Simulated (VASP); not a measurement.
Al3Au:

```xyz
4
Lattice="-2.0253 2.0253 4.0566 2.0253 -2.0253 4.0566 2.0253 2.0253 -4.0566" Properties=species:S:1:pos:R:3 pbc="T T T"
Au    0.0000    0.0000    0.0000
Al    0.0000    0.0000    4.0566
Al    2.0253    0.0000    2.0283
Al    0.0000    2.0253    2.0283
```

The cell comes from a database or a generator and needn't be the stable form of this composition.

```yaml
Program: VASP 6.6.1
Task: single point
Functional: PBE
Potentials_or_basis: VASP PAW PBE potentials, release 64 (Au, Al)
Cutoff: 520 eV
k_mesh: 9 × 9 × 9
Occupations: fermi-dirac, width 0.05 eV
Spin: no spin polarisation
```

On this cell: pressure 0.3 GPa; largest force under 0.003 eV/Å; band gap on the k mesh none (metal or under the smearing width).

The same run follows on a disturbed copy (atoms moved at random, drawn with an rms of 0.05 Å):

```
Au Al
1.0
    -2.02533    2.02533    4.05660
     2.02533   -2.02533    4.05660
     2.02533    2.02533   -4.05660
Au Al
1 3
Cartesian
  -0.0198 0.0284 0.0005
  -0.0033 0.0023 4.1249
  2.0287 -0.0261 2.1018
  -0.0197 1.9909 2.0023
```

Question: What changes?

Answer: The energy (extrapolated to zero smearing) moves by +4.4 meV/atom; pressure 0.5 GPa; largest force 0.283 eV/Å; band gap on the k mesh none (metal or under the smearing width).

Forces in eV/Å, atoms in the order of the input:
```
Au   0.023 -0.065  0.058
Al  -0.049 -0.004 -0.228
Al  -0.062  0.017 -0.094
Al   0.088  0.051  0.264
```

Stress tensor (GPa, compression positive):
```
0.83 0.00 0.03
0.00 0.31 0.01
0.03 0.01 0.29
```
